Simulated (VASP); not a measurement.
# WC (Qusongite): W into a neighbouring W vacancy, part 2 of 5

Aim: the barrier for one hop in WC (Qusongite): W into a neighbouring W vacancy. The start is a cell from a database of measured crystal structures.

VASP 6.6.1; PBE; plane waves and PAW (W, C).

So far. Step 2 (Relax the host): The run ended after 6 ionic steps, 0.004 eV below its first step, once forces and stress met EDIFFG = -0.02.

### Step 3. Relax the start

System of this step: W11C12 (Qusongite). The cell holds 23 atoms: 11 W and 12 C. Cell: a = 5.839 Å, b = 5.839 Å, c = 8.536 Å, α = 90.0°, β = 90.0°, γ = 120.0°. It derives from WC (Qusongite). Nearest the centre at fractional (0.000, 0.000, 0.167): W1 at 1.43 Å, C21 at 1.68 Å, C18 at 1.71 Å, C12 at 1.73 Å, W9 at 3.20 Å, W3 at 3.23 Å, W7 at 3.23 Å, W6 at 3.24 Å.

A path needs two true minima; the start is relaxed with symmetry off.

INCAR reads:

```
SYSTEM = W11C12
PREC = Normal
ENCUT = 400
EDIFF = 1E-05
NELM = 120
ISMEAR = 1
SIGMA = 0.15
LREAL = Auto
ALGO = Fast
GGA = PE
NBANDS = 80
LASPH = .TRUE.
LORBIT = 11
LWAVE = .FALSE.
LCHARG = .FALSE.
NCORE = 5
IBRION = 2
NSW = 60
ISIF = 2
EDIFFG = -0.05
POTIM = 0.4
MAXMIX = 40
ISYM = 0
```

POSCAR reads:

```
W11C12
1.0
    5.8386497646      0.0000000000      0.0000000000
   -2.9193248822      5.0564190198      0.0000000000
    0.0000000000      0.0000000000      8.5360333818
W C
11 12
Direct
    0.0028086824      0.0032498024      0.3341075502
   -0.0026733913      0.0035810160      0.6677125262
   -0.0006900381      0.5022985362      0.0008541963
    0.0010637462      0.5001124204      0.3346142866
   -0.0028448707      0.4993556311      0.6655370570
    0.5021298753      0.0001571156     -0.0006852287
    0.4968129670     -0.0010172901      0.3333524105
    0.5016151857      0.0051184991      0.6690254305
    0.4869771782      0.4925282567     -0.0004094925
    0.4989763264      0.5008450368      0.3338425205
    0.5050553238      0.4956015482      0.6657819349
    0.3416097187      0.1692246152      0.1682202299
    0.3283132583      0.1601479222      0.5003923713
    0.3312794409      0.1618120371      0.8317325273
    0.3312181311      0.6629298259      0.1664364193
    0.3337307840      0.6668074233      0.4988137543
    0.3371296342      0.6701915602      0.8340850837
    0.8319775041      0.1695606209      0.1654917884
    0.8342251966      0.1624273525      0.5021426046
    0.8307949760      0.1617274047      0.8325978641
    0.8340581530      0.6677456568      0.1643653914
    0.8299347980      0.6674560970      0.4989064016
    0.8356421356      0.6696708461      0.8294702102
```

KPOINTS reads:

```
Automatic mesh
0
Gamma
4 4 2
0 0 0
```

The projector-augmented-wave data sets are W and C (PBE family, release 64).

Run with:

```sh
$ mpirun -np 5 vasp_std
```

Log:

```text
[banner, memory and clock lines left out]
running    5 mpi-ranks, on    1 nodes
 distrk:  each k-point on    5 cores,    1 groups
 distr:  one band on    5 cores,    1 groups

 POSCAR found type information on POSCAR W C
 POSCAR found :  2 types and      23 ions
 [... a notice as in an earlier step ...]

 LDA part: xc-table for (Slater+PW92), standard interpolation
 POSCAR, INCAR and KPOINTS ok, starting setup
 FFT: planning ... GRIDC
 FFT: planning ... GRID_SOFT
 FFT: planning ... GRID
 WAVECAR not read
 entering main loop
       N       E                     dE             d eps       ncg     rms          rms(c)
DAV:   1     0.366058975966E+03    0.36606E+03   -0.45433E+04  3208   0.107E+03
DAV:   2    -0.235630455544E+03   -0.60169E+03   -0.56556E+03  3952   0.297E+02
DAV:   3    -0.286846396536E+03   -0.51216E+02   -0.50163E+02  4312   0.740E+01
DAV:   4    -0.288402616516E+03   -0.15562E+01   -0.15478E+01  4136   0.141E+01
DAV:   5    -0.288455463097E+03   -0.52847E-01   -0.52766E-01  4320   0.240E+00    0.109E+02
RMM:   6    -0.251483896523E+03    0.36972E+02   -0.18715E+02  3516   0.322E+01    0.279E+01
RMM:   7    -0.250492246268E+03    0.99165E+00   -0.23594E+01  3272   0.172E+01    0.280E+01
RMM:   8    -0.250351674228E+03    0.14057E+00   -0.72885E+00  3713   0.743E+00    0.123E+01
RMM:   9    -0.250273117556E+03    0.78557E-01   -0.15271E+00  3278   0.361E+00    0.325E+00
RMM:  10    -0.250247075792E+03    0.26042E-01   -0.36326E-01  3533   0.198E+00    0.111E+00
RMM:  11    -0.250247883476E+03   -0.80768E-03   -0.10669E-01  3790   0.799E-01    0.565E-01
RMM:  12    -0.250247000637E+03    0.88284E-03   -0.15627E-02  3492   0.355E-01    0.255E-01
RMM:  13    -0.250246432598E+03    0.56804E-03   -0.45041E-03  3401   0.193E-01    0.764E-02
RMM:  14    -0.250246524988E+03   -0.92390E-04   -0.13562E-03  3949   0.962E-02    0.457E-02
RMM:  15    -0.250246484642E+03    0.40346E-04   -0.12102E-04  3365   0.309E-02    0.392E-02
RMM:  16    -0.250246465554E+03    0.19088E-04   -0.69633E-05  3013   0.207E-02    0.224E-02
RMM:  17    -0.250246463006E+03    0.25487E-05   -0.15463E-05  2042   0.122E-02
   1 F= -.25024646E+03 E0= -.25025256E+03  d E =-.250246E+03
 curvature:   0.00 expect dE= 0.000E+00 dE for cont linesearch  0.000E+00
 trial: gam= 0.00000 g(F)=  0.146E+01 g(S)=  0.000E+00 ort = 0.000E+00 (trialstep = 0.100E+01)
 search vector abs. value=  0.146E+01
 bond charge predicted
       N       E                     dE             d eps       ncg     rms          rms(c)
DAV:   1    -0.250816265150E+03   -0.56980E+00   -0.13697E+02  3200   0.358E+01    0.244E+00
RMM:   2    -0.250889275999E+03   -0.73011E-01   -0.21729E+00  3200   0.551E+00    0.406E+00
RMM:   3    -0.250925590641E+03   -0.36315E-01   -0.44513E-01  3528   0.217E+00    0.283E+00
RMM:   4    -0.250887704805E+03    0.37886E-01   -0.10044E-01  3223   0.995E-01    0.180E+00
RMM:   5    -0.250888479024E+03   -0.77422E-03   -0.61137E-02  3485   0.634E-01    0.506E-01
RMM:   6    -0.250887907703E+03    0.57132E-03   -0.93008E-03  3304   0.315E-01    0.548E-01
RMM:   7    -0.250888387030E+03   -0.47933E-03   -0.41647E-03  3719   0.161E-01    0.407E-01
RMM:   8    -0.250888065159E+03    0.32187E-03   -0.11260E-03  3440   0.913E-02    0.219E-01
RMM:   9    -0.250888077564E+03   -0.12405E-04   -0.56892E-04  3708   0.593E-02    0.620E-02
RMM:  10    -0.250888087021E+03   -0.94568E-05   -0.75964E-05  3052   0.251E-02
   2 F= -.25088809E+03 E0= -.25089065E+03  d E =-.641624E+00
[...]
3 F= -.25089712E+03 E0= -.25090046E+03  d E =-.650654E+00
[...]
4 F= -.25102895E+03 E0= -.25102849E+03  d E =-.131835E+00
[...]
5 F= -.25103020E+03 E0= -.25102936E+03  d E =-.133082E+00
[...]
6 F= -.25104498E+03 E0= -.25104454E+03  d E =-.147785E-01
[...]
7 F= -.25104499E+03 E0= -.25104454E+03  d E =-.147858E-01
 curvature:  -0.55 expect dE=-0.219E-02 dE for cont linesearch -0.506E-06
 trial: gam= 0.12533 g(F)=  0.397E-02 g(S)=  0.000E+00 ort = 0.178E-03 (trialstep = 0.994E+00)
 search vector abs. value=  0.456E-02
 bond charge predicted
       N       E                     dE             d eps       ncg     rms          rms(c)
DAV:   1    -0.251047028720E+03   -0.20428E-02   -0.42350E-01  3312   0.203E+00    0.123E-01
RMM:   2    -0.251047244111E+03   -0.21539E-03   -0.51734E-03  3200   0.277E-01    0.248E-01
RMM:   3    -0.251047272176E+03   -0.28064E-04   -0.10276E-03  3436   0.102E-01    0.139E-01
RMM:   4    -0.251047215924E+03    0.56252E-04   -0.28727E-04  3341   0.513E-02    0.441E-02
RMM:   5    -0.251047214758E+03    0.11665E-05   -0.11894E-04  3536   0.283E-02    0.253E-02
RMM:   6    -0.251047216417E+03   -0.16595E-05   -0.16614E-05  2051   0.126E-02
   8 F= -.25104722E+03 E0= -.25104685E+03  d E =-.223131E-02
 trial-energy change:   -0.002231  1 .order   -0.002157   -0.003970   -0.000344
 step:   1.0774(harm=  1.0884)  dis= 0.00592  next Energy=  -251.047231 (dE=-0.225E-02)
 reached required accuracy - stopping structural energy minimisation
```

Run time: 3.7 min. Hardware: 5 MPI ranks of AMD EPYC 7R43, shared host; peak memory 0.58 GiB; 19 min of CPU time.

OUTCAR, selected parts (step 3):

```text
 Found     20 irreducible k-points:

   k-points           NKPTS =     20   k-points in BZ     NKDIM =     20   number of bands    NBANDS=     80

   dimension x,y,z NGX =    30 NGY =   30 NGZ =   42
   dimension x,y,z NGXF=    60 NGYF=   60 NGZF=   84

   ENCUT  =  400.0 eV  29.40 Ry    5.42 a.u.   9.52  9.52 13.92*2*pi/ulx,y,z

   NELECT =     114.0000    total number of electrons

 E-fermi :   7.4932

 k-point     1 :       0.0000    0.0000    0.0000
  band No.  band energies     occupation
    ...
     50       7.1617      2.00766
     51       7.1641      2.00813
     52       7.1848      2.01328
     53       7.1863      2.01376
     54       7.1880      2.01428
     55       7.5654      0.28055
     56       7.6473     -0.05545
     57       7.7029     -0.06367
     58       7.7048     -0.06274
     59       8.0777     -0.00000
    ...

 k-point     2 :       0.2500    0.0000    0.0000
  band No.  band energies     occupation
    ...
     54       6.8197      2.00000
     55       6.9926      2.00003
     56       7.0835      2.00077
     57       7.3674      1.99865
     58       7.5023      0.89792
     59       7.8807     -0.00158
     60       8.0176     -0.00001
     61       8.6392     -0.00000
     62       8.7156     -0.00000
     63       9.2358     -0.00000
    ...

  Total       -2.2806124     -2.3310386    -16.0328905     -0.0273884      0.1476394      0.0205089
  in kB      -14.4994147    -14.8200089   -101.9320652     -0.1741271      0.9386446      0.1303890
  external PRESSURE =     -43.7504963 kB  Pullay stress =       0.0000000 kB

  energy-cutoff  :      400.00
  volume of cell :      252.01
      direct lattice vectors                 reciprocal lattice vectors
     5.838649765  0.000000000  0.000000000     0.171272476  0.098884210  0.000000000
    -2.919324882  5.056419020  0.000000000     0.000000000  0.197768420  0.000000000
     0.000000000  0.000000000  8.536033382     0.000000000  0.000000000  0.117150432

 POSITION                                       TOTAL-FORCE (eV/Angst)
 -----------------------------------------------------------------------------------
      5.83724      0.00052      2.76915         0.010328     -0.023041     -0.016751
      2.91748      5.05445      5.76400         0.005891     -0.015358      0.040485
      4.33167      2.50558      8.53464         0.013240     -0.021842     -0.007011
     -1.45939      2.53038      2.83651        -0.008504     -0.016528      0.023437
      4.37903      2.52719      5.69555        -0.002820     -0.006433     -0.003281
      2.92260      0.04760      8.53466        -0.033439     -0.009190      0.000088
     -0.00022      5.05110      2.83812        -0.013574      0.022867     -0.007509
     -0.00107      5.04933      5.69585         0.000264      0.028792     -0.005505
      1.49783      2.49697      8.53486         0.030437      0.021248     -0.010086
      1.45496      2.52931      2.83723         0.017556     -0.018907      0.012990
      1.45474      2.52534      5.69573         0.011141      0.015973     -0.005798
      1.52619      0.87769      1.46808        -0.044852      0.004159     -0.005071
      1.45673      0.83908      4.26655        -0.009244     -0.001712      0.000347
      1.52300      0.87303      7.06821        -0.020397      0.020312     -0.018800
     -0.00170      3.36970      1.37571        -0.000301      0.005591      0.025970
     -0.00186      3.36820      4.26706         0.002621      0.007502     -0.003626
     -0.00219      3.36636      7.15724         0.001633      0.015951     -0.025427
      4.31353      0.88226      1.46644         0.011474     -0.028548      0.011003
      4.38038      0.84047      4.26620        -0.002841     -0.002336      0.005840
      4.31443      0.87807      7.06833         0.002590     -0.011855     -0.025703
      2.91448      3.29903      1.46447         0.022178     -0.004367      0.017998
      2.91759      3.37275      4.26654        -0.010941     -0.000697      0.001140
      2.91442      3.29338      7.06647         0.017558      0.018420     -0.004732
 -----------------------------------------------------------------------------------
    total drift:                               -0.007157     -0.025054     -0.001861

  FREE ENERGIE OF THE ION-ELECTRON SYSTEM (eV)
  ---------------------------------------------------
  free  energy   TOTEN  =      -251.0472164170 eV

  energy  without entropy=     -251.0461180938  energy(sigma->0) =     -251.04685031

 total charge
# of ion       s       p       d       tot
------------------------------------------
    1        0.600   0.800   4.253   5.652
    2        0.600   0.800   4.253   5.652
    3        0.619   0.807   4.271   5.698
    4        0.627   0.874   4.376   5.877
    5        0.627   0.874   4.376   5.877
    6        0.619   0.807   4.271   5.697
    7        0.627   0.875   4.376   5.878
    8        0.627   0.874   4.375   5.875
    9        0.619   0.807   4.270   5.697
   10        0.627   0.874   4.376   5.877
   11        0.627   0.874   4.375   5.876
   12        0.874   1.526   0.000   2.400
   13        0.856   1.540   0.000   2.396
   14        0.874   1.525   0.000   2.399
   15        0.856   1.546   0.000   2.402
   16        0.860   1.560   0.000   2.420
   17        0.856   1.546   0.000   2.402
   18        0.874   1.526   0.000   2.399
   19        0.856   1.540   0.000   2.396
   20        0.874   1.525   0.000   2.399
   21        0.874   1.525   0.000   2.398
   22        0.856   1.540   0.000   2.396
   23        0.874   1.525   0.000   2.399
--------------------------------------------------
tot         17.201  27.690  47.572  92.463

[... 1 part as in an earlier step ...]

[... 7 further parts left out ...]
```

CONTCAR:

```
W11C12
   1.00000000000000
     5.8386497646000004    0.0000000000000000    0.0000000000000000
    -2.9193248822000002    5.0564190197999999    0.0000000000000000
     0.0000000000000000    0.0000000000000000    8.5360333817999994
  W               C
    11    12
Direct
     0.9998106089263137    0.0001026696778471    0.3244071739181779
     0.9994893653419422    0.9996104025162306    0.6752547568213445
     0.9896587554658085    0.4955248091441988    0.9998370291320043
     0.0002620900574058    0.5004297718540902    0.3322979439085691
     0.9999056404497306    0.4997982870170063    0.6672355987273177
     0.5052669420973861    0.0094133244562247    0.9998389001275122
     0.4994366853573594    0.9989471730430661    0.3324867303414561
     0.4991152971830020    0.9985979808132774    0.6672718246350720
     0.5034477175852889    0.4938223790426317    0.9998629937086010
     0.4993026536641131    0.5002170122173948    0.3323828341919401
     0.4988742507832172    0.4994330718537274    0.6672573503124883
     0.3481846320623350    0.1735796500738626    0.1719863434837424
     0.3324698443663449    0.1659435434923852    0.4998280998629527
     0.3471763272727222    0.1726579725069020    0.8280439678803885
     0.3329187858261875    0.6664199733101341    0.1611648071218712
     0.3327436841445454    0.6661240846698644    0.4998874967405282
     0.3325050005369926    0.6657592407075509    0.8384734616813437
     0.8260300014967408    0.1744837490458790    0.1717944594980958
     0.8333469083607750    0.1662184485987107    0.4997873726454733
     0.8257704663352580    0.1736551444395632    0.8280581227597185
     0.8253924104580067    0.6524438687331116    0.1715638655863406
     0.8332143993418786    0.6670233390633434    0.4998269432881733
     0.8248222482866333    0.6513260380229976    0.8278397612268933
```

Relaxation path:

```tsv
step	energy less that of the first step (eV)	largest force (eV/Å)
1	0.0000	2.4056
2	-0.6416	1.0288
3	-0.6507	0.7971
4	-0.7825	0.3036
5	-0.7837	0.3054
6	-0.7985	0.1537
7	-0.7985	0.1407
8	-0.8008	0.0453
```

The atoms that moved most (Å):

```tsv
atom	dx	dy	dz	length
C21	-0.006	-0.077	0.061	0.099
C20	-0.064	0.060	-0.039	0.096
C23	-0.010	-0.093	-0.014	0.094
W9	0.092	0.007	0.002	0.093
C14	0.061	0.055	-0.031	0.088
W1	-0.008	-0.016	-0.083	0.085
C18	-0.049	0.025	0.054	0.077
W2	0.024	-0.020	0.064	0.072
```

Final coordinates:

```xyz
23
Lattice="5.8386 0.0000 0.0000 -2.9193 5.0564 0.0000 0.0000 0.0000 8.5360" Properties=species:S:1:pos:R:3 pbc="T T T"
W    -0.0014    0.0005    2.7692
W    -0.0018   -0.0020    5.7640
W    -1.5070    2.5056   -0.0014
W    -1.4594    2.5304    2.8365
W    -1.4596    2.5272    5.6955
W     2.9226    0.0476   -0.0014
W     2.9191   -0.0053    2.8381
W     2.9183   -0.0071    5.6959
W     1.4978    2.4970   -0.0012
W     1.4550    2.5293    2.8372
W     1.4547    2.5253    5.6957
C     1.5262    0.8777    1.4681
C     1.4567    0.8391    4.2665
C     1.5230    0.8730    7.0682
C    -0.0017    3.3697    1.3757
C    -0.0019    3.3682    4.2671
C    -0.0022    3.3664    7.1572
C     4.3135    0.8823    1.4664
C     4.3804    0.8405    4.2662
C     4.3144    0.8781    7.0683
C     2.9145    3.2990    1.4645
C     2.9176    3.3727    4.2665
C     2.9144    3.2934    7.0665
```

Numbers from this step:

| Quantity | Value |
| --- | --- |
| electronic cycles | 60 |
| electrons | 114 |
| free energy (TOTEN) | -251.0472 eV |
| energy at zero smearing | -251.0469 eV |
| Fermi energy | 7.493 eV |

The run ended after 8 ionic steps, 0.801 eV below its first step, once the forces on the free atoms met EDIFFG = -0.05.

(Continued in part 3 of 5.)

[Lines on the potential files, build, host, timing and source positions are cut from VASP's logs without a mark.]

[Logs are printed without paths, hosts, clocks, repeated set-up lines and the standing remarks that a program may print on its own settings, such as how far it seeks lower states.]

[Hosts, paths, dates, database ids (printed as entryN), source tags and the programs' standing remarks are cut or masked in the printed files.]

[Runs that stopped without an error message from VASP are left out.]
